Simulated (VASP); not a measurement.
# BSbP2: structure and properties in VASP

Aim: relax BSbP2, then compute properties on the relaxed cell. The steps: rough relaxation of the start cell, relaxing cell and atoms (vdW-DF2), second relaxation, density, ELF and potential (vdW-DF2), bands along the symmetry lines (vdW-DF2), density of states (vdW-DF2), volume scan with vdW-DF2, fit for vdW-DF2 and relaxing the atoms (vdW-DF2), changed input. The cell is invented: it takes the structure of COD entry 9008835, BP (space group 216 there), with some of its atoms replaced by other elements, volume scaled by an estimate. It may not be a known or stable phase. The atoms of the start are displaced at random from the sites of a P-4m2 cell.

Calculated with VASP 6.6.1; vdW-DF2; plane waves and PAW (Sb, P, B); invented cell.

## Step 1: The starting structure

Before any relaxation, the start is as follows. The structure is triclinic, space group P1 (No. 1). The conventional cell has a = 3.588 Å, b = 3.588 Å, c = 5.075 Å, α = 90.00°, β = 90.00°, γ = 90.00°. Nearest to Sb lie 4 P at 2.16 to 2.23 Å. Nearest to P lie 2 Sb at 2.16 to 2.23 Å and 2 B at 2.18 to 2.21 Å. Nearest to P lie 2 Sb at 2.18 to 2.21 Å and 2 B at 2.19 to 2.22 Å. Nearest to B lie 4 P at 2.18 to 2.22 Å. It derives from BP. it takes the structure of COD entry 9008835, BP (space group 216 there), with some of its atoms replaced by other elements, volume scaled by an estimate. Farther neighbours are not listed.

Structure file:

```xyz
4
Lattice="3.5884 0.0000 0.0000 0.0000 3.5884 0.0000 0.0000 0.0000 5.0748" Properties=species:S:1:pos:R:3 pbc="T T T"
Sb   -0.0126    0.0357    0.0017
P    -0.0064    1.7866    1.2716
P     1.7617   -0.0168    3.8158
B     1.7694    1.7979    2.5310
```

## Step 2: Rough relaxation of the start cell

The start is only an estimate, so a cheap relaxation brings it near a minimum before any careful run. vdW-DF2 was tuned for molecules and tends to expand solids. LUSE_VDW switches on a nonlocal correlation term for dispersion.

INCAR

```
SYSTEM = BSbP2
PREC = Normal
ENCUT = 420
EDIFF = 1E-05
NELM = 60
ISMEAR = 0
SIGMA = 0.05
LREAL = .FALSE.
ALGO = Fast
GGA = ML
AGGAC = 0
LUSE_VDW = .TRUE.
ZAB_VDW = -1.8867
LASPH = .TRUE.
NBANDS = 15
LORBIT = 11
LWAVE = .FALSE.
LCHARG = .FALSE.
KPAR = 2
IBRION = 2
NSW = 40
ISIF = 3
EDIFFG = -0.04
```

POSCAR

```
BSbP2
1.0
    3.5883910000      0.0000000000      0.0000000000
    0.0000000000      3.5883910000      0.0000000000
    0.0000000000      0.0000000000      5.0747510000
Sb P B
1 2 1
Direct
   -0.0035050000      0.0099390000      0.0003400000
   -0.0017780000      0.4978830000      0.2505730000
    0.4909440000     -0.0046870000      0.7519190000
    0.4931030000      0.5010290000      0.4987400000
```

KPOINTS

```
Automatic mesh
0
Gamma
5 5 3
0 0 0
```

PAW data sets: Sb, P and B (PBE family, release 64).

The run is started by

```console
$ mpirun -np 2 vasp_std
```

What it wrote:

```text
[banner, memory and clock lines left out]
running    2 mpi-ranks, on    1 nodes
[...]
|                                                                             |
|               ----> ADVICE to this user running VASP <----                  |
|                                                                             |
|     You have switched on vdW-DFT.                                           |
|     This routine was written and supplied by Jiri Klimes. We recommend      |
|     that you carefully read and cite the following publications:            |
|       J. Klimes, D.R. Bowler, A. Michelides                                 |
|          J. Phys.: Cond Matt. 22 022201 (2010)                              |
|       J. Klimes, D.R. Bowler, A. Michelides                                 |
|          Phys. Rev. B. 83, 195131 (2011)                                    |
|     and references therein.                                                 |
|                                                                             |

|                                                                             |
|               ----> ADVICE to this user running VASP <----                  |
|                                                                             |
|     You enforced a specific xc type in the INCAR file but a different       |
|     [... a line on the potential file left out ...]
|     I HOPE YOU KNOW WHAT YOU ARE DOING!                                     |
|                                                                             |

 LDA part: xc-table for (Slater+PW92), standard interpolation
 POSCAR, INCAR and KPOINTS ok, starting setup
[...]
entering main loop
       N       E                     dE             d eps       ncg     rms          rms(c)
DAV:   1     0.693540919779E+02    0.69354E+02   -0.63413E+03  1140   0.835E+02
DAV:   2    -0.416291620014E+01   -0.73517E+02   -0.69760E+02  1531   0.159E+02
DAV:   3    -0.786739438411E+01   -0.37045E+01   -0.36724E+01  1532   0.385E+01
DAV:   4    -0.790701053425E+01   -0.39616E-01   -0.39570E-01  1364   0.474E+00
[...]
RMM:  11    -0.697248513825E+01   -0.89208E-04   -0.77573E-04  1160   0.210E-01    0.430E-02
RMM:  12    -0.697245836501E+01    0.26773E-04   -0.32307E-04  1150   0.113E-01    0.422E-02
RMM:  13    -0.697245769434E+01    0.67068E-06   -0.69989E-05  1074   0.587E-02
   1 F= -.69724577E+01 E0= -.69698498E+01  d E =-.697246E+01
[... from here on, the cycles between the ionic steps are left out ...]
   2 F= -.11046318E+02 E0= -.11043530E+02  d E =-.407386E+01
   4 F= -.12224437E+02 E0= -.12223108E+02  d E =-.485652E+00
   7 F= -.12658834E+02 E0= -.12656765E+02  d E =-.920049E+00
  10 F= -.13016736E+02 E0= -.13014930E+02  d E =-.357903E+00
  13 F= -.13041558E+02 E0= -.13040522E+02  d E =-.382724E+00
  16 F= -.13135437E+02 E0= -.13134886E+02  d E =-.757485E-01
  19 F= -.13345027E+02 E0= -.13342693E+02  d E =-.209590E+00
  22 F= -.13423021E+02 E0= -.13421087E+02  d E =-.664264E-01
  25 F= -.13464738E+02 E0= -.13463527E+02  d E =-.270962E-01
  28 F= -.13524753E+02 E0= -.13523337E+02  d E =-.387968E-01
  31 F= -.13542758E+02 E0= -.13542318E+02  d E =-.132172E-01
  34 F= -.13575331E+02 E0= -.13575283E+02  d E =-.457897E-01
  37 F= -.13617616E+02 E0= -.13617610E+02  d E =-.403604E-02
  39 F= -.13622599E+02 E0= -.13622583E+02  d E =-.147277E-02
  40 F= -.13623085E+02 E0= -.13623072E+02  d E =-.195829E-02
[...]
```

It took 4 min on 2 MPI ranks of Intel Xeon 6975P-C (Granite Rapids), shared host; peak memory 0.5 GiB.

Lines that name or quote the potential files are left out of all logs, and their timing lines are given in words.

From OUTCAR (step 2):

```text
 k-point     1 :       0.0000    0.0000    0.0000
  band No.  band energies     occupation
    ...
      3      -4.2891      2.00000
      4       1.9283      2.00000
      5       2.9335      2.00000
      6       3.0603      2.00000
      7       3.2067      2.00000
      8       6.4069      0.00000
      9       7.6135      0.00000
     10       8.4015      0.00000
     11       8.7573      0.00000
     12       8.8539      0.00000
    ...

Total vdW correction in eV:      2.6543136

  Total       -0.0506187      0.0446415      0.0433421     -0.0008545     -0.0033193     -0.0399127
  in kB       -1.0001965      0.8820899      0.8564153     -0.0168836     -0.0655874     -0.7886511
  external PRESSURE =       0.2461029 kB  Pullay stress =       0.0000000 kB

 POSITION                                       TOTAL-FORCE (eV/Angst)
 -----------------------------------------------------------------------------------
      3.22606      0.11761      0.34548         0.000037     -0.005399      0.024707
      3.22651      1.61813      2.64840         0.033763     -0.020252     -0.017993
      1.60778      3.14581      5.00924         0.006590      0.069514      0.009019
      1.60975      1.56393      3.77467        -0.040390     -0.043863     -0.015732
 -----------------------------------------------------------------------------------
    total drift:                                0.000783      0.000731      0.003814

  FREE ENERGIE OF THE ION-ELECTRON SYSTEM (eV)
  ---------------------------------------------------
  free  energy   TOTEN  =       -13.6230845698 eV

  energy  without entropy=      -13.6230603846  energy(sigma->0) =      -13.62307248

Total vdW correction in eV:      2.6543917

[... 19 further parts left out ...]
[key lines of the parts left out:]
E-fermi :   5.7785
```

The relaxation used up its NSW steps before forces and stress met EDIFFG.

The next step goes on from the cell that it reached.

## Step 3: Relaxing cell and atoms (vdW-DF2)

Properties are meant for the cell that this level of theory prefers, so cell and atoms are relaxed first (ISIF = 3) until forces and stress are small; EDIFFG sets the threshold.

INCAR

```
SYSTEM = BSbP2
PREC = Accurate
ENCUT = 420
EDIFF = 1E-06
NELM = 100
ISMEAR = 0
SIGMA = 0.05
LREAL = .FALSE.
ALGO = Normal
GGA = ML
AGGAC = 0
LUSE_VDW = .TRUE.
ZAB_VDW = -1.8867
LASPH = .TRUE.
NBANDS = 15
LORBIT = 11
LWAVE = .FALSE.
LCHARG = .FALSE.
KPAR = 2
IBRION = 2
NSW = 60
ISIF = 3
EDIFFG = -0.01
```

POSCAR

```
BSbP2
1.0
    3.2388898738     -0.0001961807      0.0011249157
    0.0006704511      3.2789570259      0.1577186578
    0.0139037217     -0.0835766257      7.6309030622
Sb P B
1 2 1
Direct
    0.9958414549      0.0370591668      0.0443611308
    0.9946298791      0.5021271568      0.3365378683
    0.4934661175      0.9756394503      0.6362035665
    0.4948265484      0.4893382261      0.4844694343
```

KPOINTS

```
Automatic mesh
0
Gamma
7 7 3
0 0 0
```

The run is started by

```console
$ mpirun -np 2 vasp_std
```

What it wrote:

```text
[banner, memory and clock lines left out]
running    2 mpi-ranks, on    1 nodes
[...]
[... a notice as in an earlier step ...]

 [... a notice as in an earlier step ...]

 LDA part: xc-table for (Slater+PW92), standard interpolation
 POSCAR, INCAR and KPOINTS ok, starting setup
[...]
entering main loop
       N       E                     dE             d eps       ncg     rms          rms(c)
DAV:   1     0.612414324067E+02    0.61241E+02   -0.61089E+03  2220   0.822E+02
DAV:   2    -0.111406920386E+02   -0.72382E+02   -0.68497E+02  2997   0.150E+02
DAV:   3    -0.152581872450E+02   -0.41175E+01   -0.40733E+01  2906   0.406E+01
DAV:   4    -0.153050441840E+02   -0.46857E-01   -0.46795E-01  2874   0.499E+00
[...]
DAV:  13    -0.137455563145E+02   -0.10473E-05   -0.59191E-06  3186   0.167E-02    0.135E-02
DAV:  14    -0.137455581695E+02   -0.18551E-05   -0.52005E-06  2542   0.205E-02    0.139E-03
DAV:  15    -0.137455582857E+02   -0.11614E-06   -0.26913E-07  1460   0.394E-03
   1 F= -.13745558E+02 E0= -.13744595E+02  d E =-.137456E+02
[... from here on, the cycles between the ionic steps are left out ...]
   2 F= -.13773967E+02 E0= -.13772779E+02  d E =-.284091E-01
   6 F= -.13793998E+02 E0= -.13793732E+02  d E =-.199986E-01
  11 F= -.13821871E+02 E0= -.13820584E+02  d E =-.817912E-02
  16 F= -.13883454E+02 E0= -.13882540E+02  d E =-.271126E-01
  21 F= -.13888719E+02 E0= -.13887781E+02  d E =-.185313E-02
  26 F= -.13891208E+02 E0= -.13890484E+02  d E =-.183349E-02
  31 F= -.13894219E+02 E0= -.13893501E+02  d E =-.777533E-03
  36 F= -.13896194E+02 E0= -.13895515E+02  d E =-.176978E-02
  41 F= -.13908451E+02 E0= -.13907835E+02  d E =-.122572E-01
  46 F= -.13916090E+02 E0= -.13915431E+02  d E =-.600433E-02
  51 F= -.13944182E+02 E0= -.13943220E+02  d E =-.280920E-01
  56 F= -.13953524E+02 E0= -.13952527E+02  d E =-.368675E-03
  59 F= -.13954598E+02 E0= -.13953641E+02  d E =-.697507E-03
  60 F= -.13954619E+02 E0= -.13953667E+02  d E =-.719069E-03
[...]
```

Wall time 19 min (2 MPI ranks); peak memory 0.84 GiB.

From OUTCAR (step 3):

```text
 k-point     1 :       0.0000    0.0000    0.0000
  band No.  band energies     occupation
    ...
      4       1.9964      2.00000
      5       2.0218      2.00000
      6       2.7482      2.00000
      7       3.5403      2.00000
      8       4.4517      2.00000
      9       7.2773      0.00000
     10       7.5162      0.00000
     11       8.0063      0.00000
     12       8.6676      0.00000
     13       8.8817      0.00000
    ...

Total vdW correction in eV:      2.7183687

  Total       -0.0595772     -0.0132062      0.0411537      0.0023892     -0.0273799     -0.0380885
  in kB       -1.1495884     -0.2548248      0.7940928      0.0461009     -0.5283173     -0.7349478
  external PRESSURE =      -0.2034401 kB  Pullay stress =       0.0000000 kB

 POSITION                                       TOTAL-FORCE (eV/Angst)
 -----------------------------------------------------------------------------------
      3.20971      0.58272      0.55871         0.002608      0.010669      0.002514
      3.21078      2.07015      2.68313         0.042500      0.013352     -0.000140
      1.59758      3.51105      5.16312         0.013221     -0.001016     -0.004426
      1.60341      1.91780      3.79005        -0.058328     -0.023005      0.002052
 -----------------------------------------------------------------------------------
    total drift:                               -0.000392      0.000608     -0.000592

  FREE ENERGIE OF THE ION-ELECTRON SYSTEM (eV)
  ---------------------------------------------------
  free  energy   TOTEN  =       -13.9546194712 eV

  energy  without entropy=      -13.9527147749  energy(sigma->0) =      -13.95366712

Total vdW correction in eV:      2.7183539

[... 1 part as in an earlier step ...]

[... 18 further parts left out ...]
[key lines of the parts left out:]
E-fermi :   5.1292
```

CONTCAR:

```
BSbP2
   1.00000000000000
     3.2196267441283242   -0.0006164514176910    0.0035698784411575
     0.0008541755946619    3.5162152655066810    0.5094282974019433
     0.0194795653876929    0.6902665691151850    7.4344720022543251
  Sb              P               B
     1     2     1
Direct
     0.9964897603272100    0.1533029790350191    0.0641675654728607
     0.9951486571926351    0.5252282172292098    0.3244358025274105
     0.4921304532196933    0.8740883306584013    0.6343526761918861
     0.4949951291604658    0.4515444730773727    0.4786159557078447
```

The relaxation used up its NSW steps before forces and stress met EDIFFG.

(Continued in part 2 of 5.)

[Lines on the potential files, build, host, timing and source positions are cut from VASP's logs without a mark.]

[Logs are printed without paths, hosts, clocks, repeated set-up lines and the standing remarks that a program may print on its own settings, such as how far it seeks lower states.]

[Hosts, paths, dates, database ids (printed as entryN), source tags and the programs' standing remarks are cut or masked in the printed files.]

[A measured line is paired with the nearest computed mode of its activity, which favours agreement.]
